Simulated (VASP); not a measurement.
Crystal: Si2W.

```xyz
3
Lattice="-1.6069 1.6069 3.9150 1.6069 -1.6069 3.9150 1.6069 1.6069 -3.9150" Properties=species:S:1:pos:R:3 pbc="T T T"
Si    0.0000    0.0000    2.6207
Si    0.0000    0.0000    5.2092
W     0.0000    0.0000    0.0000
```

| Property | Result |
| --- | --- |
| Program | VASP 6.6.1 |
| Task | relaxation of cell and atoms |
| Functional | PBE |
| Potentials or basis | VASP PAW PBE potentials, release 64 (Si, W_sv) |
| Cutoff | 520 eV |
| k mesh | 18 × 18 × 18 |
| Occupations | gaussian, width 1 eV |
| Spin | no spin polarisation |

At the start: pressure 4.7 GPa; volume 13.48 Å³/atom.

Q: Where does the relaxation end?

A: Over 10 steps the energy falls by 4.7 meV/atom and the volume is 13.75 Å³/atom (+2.0 %); space group I4/mmm (No. 139, to 0.05 Å).

Step by step:
| step | energy change (eV) | largest force (eV/Å) | pressure (GPa) | volume (Å³) |
| --- | --- | --- | --- | --- |
| 1 | 0.0000 | 0.1800 | 4.68 | 40.44 |
| 2 | 0.0228 | 0.0990 | -7.24 | 42.78 |
| 3 | -0.0138 | 0.0654 | -0.21 | 41.31 |
| 4 | -0.0138 | 0.0676 | -0.12 | 41.29 |
| 5 | -0.0142 | 0.0207 | 0.06 | 41.24 |
| 6 | -0.0142 | 0.0186 | 0.06 | 41.24 |
| 7 | -0.0142 | 0.0021 | -0.07 | 41.26 |
| 8 | -0.0142 | 0.0017 | -0.05 | 41.26 |
| 9 | -0.0142 | 0.0015 | 0.05 | 41.24 |
| 10 | -0.0142 | 0.0002 | 0.01 | 41.25 |

Final structure:
```yaml
crystal:
  lattice:
    - [-1.61437, 1.61437, 3.95668]
    - [1.61437, -1.61437, 3.95668]
    - [1.61437, 1.61437, -3.95668]
  atoms:
    - { symbol: Si, position: [0.33377, 0.33377, 0.00000] }
    - { symbol: Si, position: [0.66623, 0.66623, 0.00000] }
    - { symbol: W, position: [0.00000, 0.00000, 0.00000] }
```
